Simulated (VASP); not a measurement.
Level of theory: PBE GGA, VASP's PBE PAW potentials (set 64) (plane waves; VASP).

VASP ran on this input.

**INCAR**
```
SYSTEM = InBi
PREC = Accurate
ENCUT = 300
EDIFF = 1E-6
NELM = 100
ALGO = Normal
LREAL = .FALSE.
LASPH = .TRUE.
ISMEAR = 0
SIGMA = 0.05
GGA = PE
LMAXMIX = 4
LWAVE = .FALSE.
LCHARG = .FALSE.
ISIF = 2
```

### POSCAR
```
InBi
1
    4.8196110000     0.0000000000     0.0000000000
   -2.4098050000     4.1739050000     0.0000000000
    0.0000000000     0.0000000000    14.0000000000
In Bi
1 1
Direct
  0.6620860000   0.3305200000   0.4999210000
  0.3379140000   0.6694800000   0.5000790000
```

KPOINTS:
```
Automatic mesh
0
gamma
5 5 1
0 0 0
```

POTCAR, in this order: In_d Bi_d (PBE.64 set). Program: vasp_std.

Output

### OSZICAR
```
       N       E                     dE             d eps       ncg     rms          rms(c)
DAV:   1     0.174273881864E+03    0.17427E+03   -0.10523E+04   636   0.835E+02
DAV:   2     0.620285136162E+01   -0.16807E+03   -0.16574E+03   490   0.305E+02
DAV:   3    -0.534828488288E+01   -0.11551E+02   -0.11495E+02   576   0.103E+02
DAV:   4    -0.560701583534E+01   -0.25873E+00   -0.25867E+00   574   0.177E+01
DAV:   5    -0.561786444740E+01   -0.10849E-01   -0.10848E-01   742   0.269E+00    0.323E+00
DAV:   6    -0.547985341074E+01    0.13801E+00   -0.30044E-01   594   0.609E+00    0.174E+00
DAV:   7    -0.545986584502E+01    0.19988E-01   -0.15028E-01   698   0.287E+00    0.368E-01
DAV:   8    -0.545982555163E+01    0.40293E-04   -0.18368E-02   606   0.178E+00    0.243E-01
DAV:   9    -0.546024321093E+01   -0.41766E-03   -0.14361E-03   650   0.431E-01    0.106E-01
DAV:  10    -0.546029727554E+01   -0.54065E-04   -0.66014E-04   526   0.191E-01    0.310E-02
DAV:  11    -0.546030704672E+01   -0.97712E-05   -0.57925E-05   574   0.970E-02    0.169E-02
DAV:  12    -0.546033705174E+01   -0.30005E-04   -0.15509E-04   480   0.507E-02    0.117E-02
DAV:  13    -0.546039759378E+01   -0.60542E-04   -0.89889E-06   424   0.154E-02    0.109E-02
DAV:  14    -0.546055877067E+01   -0.16118E-03   -0.33537E-05   408   0.279E-02    0.352E-03
DAV:  15    -0.546060883775E+01   -0.50067E-04   -0.53351E-06   460   0.243E-02    0.339E-03
DAV:  16    -0.546064737556E+01   -0.38538E-04   -0.11698E-06   408   0.910E-03    0.154E-03
DAV:  17    -0.546066276564E+01   -0.15390E-04   -0.55784E-07   422   0.413E-03    0.681E-04
DAV:  18    -0.546066640034E+01   -0.36347E-05   -0.92460E-08   368   0.201E-03    0.263E-04
DAV:  19    -0.546066724082E+01   -0.84049E-06   -0.41874E-08   348   0.176E-03
   1 F= -.54606672E+01 E0= -.54587239E+01  d E =-.388663E-02
```

File OUTCAR:
```
------------------------ aborting loop because EDIFF is reached ----------------------------------------
  FORCE on cell =-STRESS in cart. coord.  units (eV):
  Direction    XX          YY          ZZ          XY          YZ          ZX
  --------------------------------------------------------------------------------------
  Total        1.4534655      1.8609155     -0.1873040     -0.2644051     -0.0004423     -0.0005441
  in kB        8.2686141     10.5865546     -1.0655531     -1.5041731     -0.0025161     -0.0030952
  external PRESSURE =       5.9298719 kB  Pullay stress =       0.0000000 kB
  volume of cell :      281.63
      direct lattice vectors                 reciprocal lattice vectors
     4.819611000  0.000000000  0.000000000     0.207485625  0.119791873  0.000000000
    -2.409805000  4.173905000  0.000000000     0.000000000  0.239583795  0.000000000
     0.000000000  0.000000000 14.000000000     0.000000000  0.000000000  0.071428571
 POSITION                                       TOTAL-FORCE (eV/Angst)
 -----------------------------------------------------------------------------------
      2.39451      1.37956      6.99889         0.245076      0.192935     -0.004924
      0.01530      2.79435      7.00111        -0.245076     -0.192935      0.004924
 -----------------------------------------------------------------------------------
    total drift:                               -0.000308     -0.000572      0.000058
  FREE ENERGIE OF THE ION-ELECTRON SYSTEM (eV)
  ---------------------------------------------------
  free  energy   TOTEN  =        -5.4606672408 eV

  energy  without entropy=       -5.4567806139  energy(sigma->0) =       -5.45872393
```
(Selected blocks of OUTCAR.)

At this cut-off the stress carries a Pulay error, which pulls relaxed volumes low. The cell holds a wide vacuum, so values per volume refer to the whole cell.

The cell is a sheet with vacuum, built from a generated structure.
